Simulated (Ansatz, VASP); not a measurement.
**Cross-check of SrTiSi between VASP and Ansatz**

Aim: how closely do two programs agree when they are given the same cell, functional and k mesh? The cell is invented: As first built, before any earlier steps moved the atoms (in the runner's words): it takes the SrSiGe structure with some of its atoms replaced by other elements, volume scaled by an estimate. It may not be a known or stable phase. The cell is taken from a series of VASP runs on this material, whose earlier steps may have relaxed, scaled or displaced it; both programs get it as it stands.

Program: Ansatz 0.2.0. Level of theory: plane waves, with VASP 6.6.1 beside it; relaxation of cell and atoms at PBEsol with D4. Results are calculated unless marked as measured.

## Step 1: The structure

The structure is hexagonal, space group P-6m2 (No. 187). The conventional cell has a = 4.385 Å, b = 4.385 Å, c = 4.392 Å, α = 90.00°, β = 90.00°, γ = 120.00°. Sr has 6 Si at 3.35 Å and 6 Ti at 3.35 Å nearest. Nearest to Ti lie 3 Si at 2.53 Å and 6 Sr at 3.35 Å. Nearest to Si lie 3 Ti at 2.53 Å and 6 Sr at 3.35 Å. As first built, before any earlier steps moved the atoms (in the runner's words): sites of the SrSiGe structure (space group 187) filled with other elements, volume scaled by an estimate. Farther neighbours are not listed.

As a file:

```cif
data_structure
_symmetry_space_group_name_H-M 'P 1'
_symmetry_Int_Tables_number 1
_cell_length_a 4.3847
_cell_length_b 4.3847
_cell_length_c 4.3917
_cell_angle_alpha 90.000
_cell_angle_beta 90.000
_cell_angle_gamma 120.000
_cell_volume 73.12
loop_
_atom_site_label
_atom_site_type_symbol
_atom_site_fract_x
_atom_site_fract_y
_atom_site_fract_z
_atom_site_occupancy
Sr1 Sr 0.66667 0.33333 0.00000 1
Ti2 Ti 0.00000 0.00000 0.50000 1
Si3 Si 0.33333 0.66667 0.50000 1
```

## Step 2: Ansatz: relaxation of cell and atoms, PBEsol with D4

Ansatz runs on its default PAW (the set named soft_2) files.

The relaxed volume is the usual yardstick between codes: its relative difference is about their pressure difference at one cell divided by the bulk modulus.

Input file input.yaml:

```yaml
crystal:
  lattice:
    - [4.3846981699, -4.25e-08, 0.0]
    - [-2.1923496586, 3.7972599683, 0.0]
    - [0.0, 0.0, 4.3917375257]
  atoms:
    - { symbol: Sr, position: [0.66666667, 0.33333333, 0.0] }
    - { symbol: Ti, position: [0.0, 0.0, 0.5] }
    - { symbol: Si, position: [0.33333333, 0.66666667, 0.5] }
hamiltonian:
  xc: pbesol
  pseudopotentials: { kind: paw }
  dispersion: d4
kpoints:
  mp_grid: { grid: [7, 7, 6] }
scf:
  occupations: { method: methfessel_paxton, width: 0.2 }
relax:
  f_tol: 0.01
  max_steps: 60
  cell: { stress_tol: 0.05 }
output:
  forces: true
  stress: true
```

Run with:

```bash
$ ansatz run input.yaml --threads 4 --pin off --max-ram 9216MiB --backend cpu --events-out ev --progress --plain --runs-dir out
```

Numbers of over 12 decimals in the logs are rounded to 6 here.

Output:

```text
Warning: the atoms were moved onto the symmetric positions of the space group found under crystal.symmetry.tolerance 1.0e-5 (fractional; no operation is sought that the atoms, as they stand in a round, miss by more than twice it, and no atom is moved by as much as it), and the run uses the moved positions. Before a round's move an operation carried an atom to 4.38e-8 Å from where it should land, the largest such dist [...]
Engine: ansatz 0.2.0, aarch64-unknown-linux-gnu
Pseudopotentials: kind: paw
Pseudopotential: Sr, paw, valence charge 10, recommended cutoff 420 eV (normal), Sr.paw.azcp
Pseudopotential: Ti, paw, valence charge 12, recommended cutoff 420 eV (normal), Ti.paw.azcp
Pseudopotential: Si, paw, valence charge 4, recommended cutoff 420 eV (normal), Si.paw.azcp
Functional definition: PBEsol
  exchange = pbesol_x
  correlation = pbesol_c
Crystal: 3 atoms, lattice volume = 73.122 Å³
Basis set: ecut = 420 eV, 1497 PW (Γ), exchange–correlation on 60×60×60 points (8 copies of the dense FFT grid, shifted against one another)
Bands: 17, of which v1, the nominal top of the filled ones, is band 13 counted from 1 (12 counted from 0)
Symmetry: 12 space group operations
Space group: P-6m2 (ITA 187), of the structure as read, at distance tolerance 4.2e-5 Å
k-points: 32 of 294 (time reversal used)
Non-local potential: Sr, projectors of the file, l = 0: 3, l = 1: 2, l = 2: 2
Non-local potential: Ti, projectors of the file, l = 0: 3, l = 1: 2, l = 2: 3, l = 3: 1
Non-local potential: Si, projectors of the file, l = 0: 2, l = 1: 2, l = 2: 2
PAW form: soft (Blöchl's): semilocal exchange-correlation on the pseudo side does not see the compensation charge
PAW frozen core: Sr, regenerated for the run's functional, and the local potential with it (the file was generated under x = pbe(κ = 0.804, μ = 0.219515), c = pbe(β = 0.066725))
PAW frozen core: Ti, regenerated for the run's functional, and the local potential with it (the file was generated under x = pbe(κ = 0.804, μ = 0.219515), c = pbe(β = 0.066725))
PAW frozen core: Si, regenerated for the run's functional, and the local potential with it (the file was generated under x = pbe(κ = 0.804, μ = 0.219515), c = pbe(β = 0.066725))
PAW one-centre angular grid: Sr, 110 points (default); XC on 64 Gauss nodes
PAW one-centre angular grid: Ti, 590 points (default); XC on 64 Gauss nodes
PAW one-centre angular grid: Si, 110 points (default); XC on 64 Gauss nodes
Initial density: superposition of atomic densities (neutral atoms: chi_scale 0, normalization atom), corrected by the library's trained network
Initial wavefunctions: pseudopotential atomic-orbital guess
Functional: x = pbesol(κ = 0.804, μ = 0.123457), c = pbesol(β = 0.046)
SCF iter   1: F=—  HF=-6587.961131 eV  |F-HF|=—  |Δ(HF+E_count)|=         —  Δρ=1.13e-2  dr2=1.53e-1  ethr=1.77e-3  ⟨swp⟩=6.6  Hψ=3371  notcnv=0
preconditioner: auto → Kerker (q_TF=auto, 2.296 Å⁻¹)  [metal: Δε(μ)=0.021 eV  Ē_g=9.035 eV  σ=0.200 eV  W_gap=0.09  n_scr=20 (ndim 8)  ℏωp=17.4 eV  f_vac=0.000  D(μ)=4.32/eV (n_scr^D=40)]
SCF iter   2: F=—  HF=-6587.946523 eV  |F-HF|=—  |Δ(HF+E_count)|=   1.46e-2  S|Δr|=    0.00e0  Δρ=5.23e-3  dr2=3.56e-2  ethr=5.87e-4  ⟨swp⟩=1.1  Hψ=802  notcnv=0
SCF iter   3: F=—  HF=-6587.942154 eV  |F-HF|=—  |Δ(HF+E_count)|=   4.37e-3  S|Δr|=    0.00e0  Δρ=7.73e-4  dr2=7.74e-4  ethr=1.37e-4  ⟨swp⟩=2.0  Hψ=642  notcnv=0
SCF iter   4: F=—  HF=-6587.942016 eV  |F-HF|=—  |Δ(HF+E_count)|=   1.38e-4  S|Δr|=    0.00e0  Δρ=2.11e-4  dr2=7.92e-5  ethr=2.98e-6  ⟨swp⟩=2.4  Hψ=776  notcnv=0
SCF iter   5: F=—  HF=-6587.942009 eV  |F-HF|=—  |Δ(HF+E_count)|=   7.65e-6  S|Δr|=    0.00e0  Δρ=7.02e-5  dr2=3.35e-6  ethr=3.05e-7  ⟨swp⟩=2.1  Hψ=680  notcnv=0
SCF iter   6: F=—  HF=-6587.942009 eV  |F-HF|=—  |Δ(HF+E_count)|=   1.37e-8  S|Δr|=    0.00e0  Δρ=4.21e-5  dr2=8.23e-7  ethr=1.29e-8  ⟨swp⟩=2.2  Hψ=976  notcnv=0
SCF iter   7: F=-6587.942008 eV  HF=-6587.942008 eV  |F-HF|=5.49e-9  |Δ(HF+E_count)|=   2.02e-7  S|Δr|=    0.00e0  Δρ=5.94e-6  dr2=2.33e-8  ethr=3.85e-10  ⟨swp⟩=3.2  Hψ=2341  notcnv=0
SCF 1 converged in 7 iterations: F = -6587.942008 eV  dr2 = 2.33e-8
  greatest PAW one-centre occupation: 0.999 electrons in one spin orbital (limit 2), on the Ti atom at site 1 (counted from 0), in its partial waves of l = 0
relax step   1: F+E_penalty+E_count = -6587.94200835 eV  Δ(F+E_penalty+E_count) = +0.000e0 eV  max|allowed force component| = 4.318e-17 eV/Å  Δτ_max = 0.0000 Å  P = +0.155 GPa  Ω = 73.122 Å³  (7 SCF iters, dr2 threshold 1.00e-7 eV, accepted)
[...]
relax step   2: F+E_penalty+E_count = -6587.94390735 eV  Δ(F+E_penalty+E_count) = -1.899e-3 eV  max|allowed force component| = 7.556e-17 eV/Å  Δτ_max = 0.0000 Å  P = +0.061 GPa  Ω = 73.556 Å³  energy of the carried Pulay correction = -2.957e-5 eV  (5 SCF iters, dr2 threshold 3.00e-7 eV, accepted)
[...]
relax step   3: F+E_penalty+E_count = -6587.94451153 eV  Δ(F+E_penalty+E_count) = -6.042e-4 eV  max|allowed force component| = 2.467e-17 eV/Å  Δτ_max = 0.0000 Å  P = +0.041 GPa  Ω = 73.902 Å³  energy of the carried Pulay correction = -5.304e-5 eV  (5 SCF iters, dr2 threshold 2.20e-7 eV, accepted)
[...]
relax step   4: F+E_penalty+E_count = -6587.94457772 eV  Δ(F+E_penalty+E_count) = -6.619e-5 eV  max|allowed force component| = 5.551e-17 eV/Å  Δτ_max = 0.0000 Å  P = +0.043 GPa  Ω = 73.902 Å³  stress off target by 4.73e-2 GPa  SCF on the basis re-selected at this cell (its energy is not comparable with the rows above)  (5 SCF iters)
basis re-selected at this cell: Δ(F+E_penalty+E_count) = -6.619e-5 eV, ΔP = +0.002 GPa vs the last step (what re-selecting the basis moved, of the pressure what is left beyond the Pulay correction that the steps carried, after the strain that the cell walked since its last selection, with what the two solves' SCF thresholds leave and, on support functions, any second-order correction that the steps lacked; it is no m [...]
SCF converged after 5 iterations
Stability not checked: this state was not tested for a lower state beside it, because cold or Methfessel-Paxton smearing, or corrected tetrahedra, fill the levels in a way that the test cannot read (fill_not_monotonic; see scf.lower_state_search)
Free energy (F): -6587.944578 eV
Harris-Foulkes:  -6587.944578 eV  (|F-HF|=1.09e-11)
Internal energy: -6587.952739 eV  (E = F + TS)
E sigma→0 (E₀):  -6587.946618 eV
Entropy (-TS):   0.008162 eV (2.721 meV/atom)
Fermi energy:    8.540697 eV
Step filling:    the computed levels leave a gap of 0.0077 eV = 0.0 smearing widths at the electron count; against every level under it full and every level over it empty, smearing changes F+E_penalty+E_count by +1.695 meV and its σ→0 estimate by -0.346 meV
--- Per-component energies (eV) ---
  E_band       = -290.518703
  E_kinetic    = 557.286995
  E_local      = -1810.992096  (includes V_loc(G=0)·N_el)
  E_nonlocal   = 241.029405
  E_hartree    = 633.064143
  E_xc         = -322.163947
  E_vxc        = -328.668632  (∫ρ·V_xc dr)
  E_paw        = -4166.453718  (= ΣΔE_a)
  E_vpaw       = -215.302792  (= ΣTr[D̂ρ^β])
  E_aug_tail   = 0.000111  (compensation charges beyond the density's cutoff)
  E_ewald      = -1719.672440
  E_disp       = -0.356485  (pairwise vdW)
  E_core_change = 0.305292  (= ΣΔE_core)
  E_smearing   = 0.008162  (= −TS)
  E_closure    = 0.000000  (closes the sum)
  Σ components = -6587.944578   (vs F -6587.944578, Δ=0.00e0)
--- Forces (eV/Å), atoms counted from 1 ---
  atom   1  Sr     0.00000000    -0.00000000     0.00000000
  atom   2  Ti     0.00000000    -0.00000000     0.00000000
  atom   3  Si     0.00000000    -0.00000000     0.00000000
  max |Σ_I F_I| component: 2.22e-16 eV/Å
--- Stress (GPa, compression-positive) ---
        0.047263       0.000000       0.000000
        0.000000       0.047263      -0.000000
        0.000000      -0.000000       0.033286
  P = ⅓ Tr σ = 0.0426 GPa (0.426 kbar)
--- Relaxed structure (3 steps of the walk, 3 accepted, 1 SCFs on fresh bases) ---
  F+E_penalty+E_count = -6587.94457772 eV   max|allowed force component| = 5.551e-17 eV/Å   (the final SCF, on the basis selected at the relaxed cell)
  cell:  # Å, volume = 73.9025 Å³
    - [4.370516, 3.0894444456844586e-7, -1.1369059055584832e-18]
    - [-2.185258, 3.784977, 5.684530223782205e-19]
    - [-1.1387311445359833e-18, 0, 4.467483]
  atoms:
    - { symbol: Sr, position: [0.666667, 0.333333, 0] }
    - { symbol: Ti, position: [0, 0, 0.500000] }
    - { symbol: Si, position: [0.333333, 0.666667, 0.500000] }
```

It took 5.2 s on 4 threads of Arm Neoverse V1, shared host; peak memory 0.42 GiB.

[end of part 1 of 2]

[Lines on the potential files, build, host, timing and source positions are cut from VASP's logs without a mark.]

[Logs are printed without paths, hosts, clocks, repeated set-up lines and the standing remarks that a program may print on its own settings, such as how far it seeks lower states.]

[Hosts, paths, dates, database ids (printed as entryN), source tags and the programs' standing remarks are cut or masked in the printed files.]
